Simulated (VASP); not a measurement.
Data:

```
CELL_PARAMETERS angstrom
      2.87253     0.00000     0.00000
      0.00000     2.82411     0.00000
      0.00000     0.00000     4.07704
ATOMIC_POSITIONS crystal
  Ti 0.00000 0.00000 0.00000
  Al 0.51492 0.50000 0.50000
```

Method: PBE GGA, VASP's PBE PAW potentials (set 64) (plane waves; VASP). Run with 800 eV cut-off, 11×12×8 Γ-centred mesh, first-order Methfessel-Paxton smearing of 0.10 eV, potentials Ti_sv Al.

Problem. Give the force on each atom (eV/Å).

Solution. 
```json
[
 {"atom": "Ti1", "Fx": "0.179", "Fy": "0.000", "Fz": "0.000"},
 {"atom": "Al2", "Fx": "-0.179", "Fy": "0.000", "Fz": "0.000"}
]
```

Problem. Give the stress tensor in GPa (positive for a compressed cell).

Solution. 
```
-3.65   0.00   0.00
 0.00  -0.89   0.00
 0.00   0.00  -1.45
```
The pressure is its mean diagonal, -2.00 GPa.

The compound is TiAl in the L1_0 structure. The cell was not relaxed at this level, atoms are displaced from their ideal sites. The run is one of a series of settings (ENCUT = 800 against the base run), some of them coarse on purpose. The electron count is odd and the run is not spin-polarised, which forces a metal.
